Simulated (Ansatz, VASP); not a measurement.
## One calculation of KZr2, two programs

Contents of INCAR:

```
PREC = Accurate
ENCUT = 600
EDIFF = 1E-6
ISMEAR = 0
SIGMA = 0.1
LREAL = False
LASPH = True
NELM = 60
ALGO = Normal
ISIF = 3
LWAVE = False
LCHARG = False
GGA = PE
IBRION = 2
NSW = 90
EDIFFG = -0.04
```

The input KPOINTS:

```
Automatic mesh
0
Gamma
  6 6 6
```

Contents of POSCAR:

```
KZr2
1.0
    0.0000000000      3.2127327600      3.2127327600
    3.2127327600      0.0000000000      3.2127327600
    3.2127327600      3.2127327600      0.0000000000
K Zr
1 2
Direct
    0.0000000000      0.0000000000      0.0000000000
    0.2500000000      0.2500000000      0.2500000000
    0.7500000000      0.7500000000      0.7500000000
```

Input for Ansatz:

```yaml
crystal:
  lattice:
    - [0.0, 3.21273276, 3.21273276]
    - [3.21273276, 0.0, 3.21273276]
    - [3.21273276, 3.21273276, 0.0]
  atoms:
    - { symbol: K, position: [0.0, 0.0, 0.0] }
    - { symbol: Zr, position: [0.25, 0.25, 0.25] }
    - { symbol: Zr, position: [0.75, 0.75, 0.75] }
basis:
  ecutwfc: 420
kpoints:
  mp_grid: { grid: [6, 6, 6] }
hamiltonian:
  xc: pbe
scf:
  occupations: { method: gaussian, width: 0.1 }
  lower_state_search: "off"
output:
  forces: true
  stress: true
  eigenvalues: true
relax:
  adjacent_minimum: "off"
  f_tol: 0.04
  max_steps: 70
  cell: { stress_tol: 0.4 }
```

Change from the starting cell: species swapped into the CeH2 type (Fm-3m, No. 225).

Alike in both runs: task relaxation of cell and atoms; functional PBE; k mesh 6 × 6 × 6; occupations gaussian, width 0.1 eV; no spin polarisation.

```csv
,VASP,Ansatz
version,VASP 6.6.1,Ansatz 0.2.0
potentials or method,"VASP PAW PBE potentials, release 64 (K_sv, Zr_sv)","scalar-relativistic, plane waves, PAW"
plane-wave cutoff (eV),600,420
valence electrons in the cell,33,33
```

```tsv
	VASP	Ansatz	Ansatz less VASP
gap on the k mesh at the Fermi level, each at its own relaxed structure (eV)	none	none	-
relaxed volume (Å³/atom)	30.64	30.21	-0.438
relaxed cell length with the largest relative difference (Å)	5.066	5.042	-0.0242
energy change over the relaxation (meV/atom)	-353	-343	+10.4
```

A gap of «none» marks a metal or a gap that the smearing closes.

Caveats: the volume moved by over 15 % at a fixed basis, so the end points are rough.
